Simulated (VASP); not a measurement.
Set up this calculation in VASP 6.6.1, as the native input.

```
Task                   : relaxation of cell and atoms
Functional             : LDA
Potentials or basis    : VASP PAW LDA potentials, release 64 (Ba_sv, Ti_sv, O)
Cutoff                 : 600 eV
k mesh                 : 8 × 8 × 8
Occupations            : gaussian, width 0.02 eV
Spin                   : no spin polarisation
Further INCAR settings : ALGO = Fast; EDIFF = 1e-06; IBRION = 2; EDIFFG = -0.005; NSW = 40; ISIF = 3
```

The structure of BaTiO3 lies in POSCAR:

```
BaTiO3
1.0
    3.9900000000      0.0000000000      0.0000000000
    0.0000000000      3.9900000000      0.0000000000
    0.0000000000      0.0000000000      3.9900000000
Ba Ti O
1 1 3
Direct
    0.0000000000      0.0000000000      0.0000000000
    0.5000000000      0.5000000000      0.5000000000
    0.5000000000      0.5000000000      0.0000000000
    0.0000000000      0.5000000000      0.5000000000
    0.5000000000      0.0000000000      0.5000000000
```

The cell was built by a generator and needn't be a form met in nature.

These files were run (other wordings do the same):

INCAR

```
SYSTEM = BaTiO3
PREC = Accurate
ENCUT = 600
EDIFF = 1E-6
ISMEAR = 0
SIGMA = 0.02
LREAL = .FALSE.
LASPH = .TRUE.
NELM = 120
ALGO = Fast
ISIF = 3
LWAVE = .FALSE.
LCHARG = .FALSE.
IBRION = 2
NSW = 40
EDIFFG = -0.005
KPAR = 2
```

KPOINTS

```
regular mesh
0
G
  8 8 8
  0 0 0
```

Potentials or basis: VASP PAW LDA potentials, release 64 (Ba_sv, Ti_sv, O).

The run is started by

```sh
$ cat potpaw_LDA.64/Ba_sv/POTCAR potpaw_LDA.64/Ti_sv/POTCAR potpaw_LDA.64/O/POTCAR > POTCAR
$ mpirun -np 2 vasp_std > vasp.out
```

It gave:

| Item | Value |
| --- | --- |
| Relaxed volume | 12.33 Å³/atom |
| Relaxed cell | a = 3.950 Å, b = 3.950 Å, c = 3.950 Å, α = 90.00°, β = 90.00°, γ = 90.00° |
| Space group after relaxing (to 0.05 Å) | Pm-3m (No. 221) |
| Energy gained by relaxing | 8.5 meV/atom |
| Ionic steps | 5 |
| Pressure after relaxing | 0.0 GPa |
| Band gap on the k mesh | 1.73 eV, indirect (least direct gap 1.83 eV) |

Caveat: spin-orbit coupling is left out, which moves the levels of the heavy elements.

Run time: 2.1 min on 2 MPI ranks on Intel(R) Xeon(R) Platinum 8559C (Emerald Rapids) (shared host), peak memory 0.2 GiB a rank.
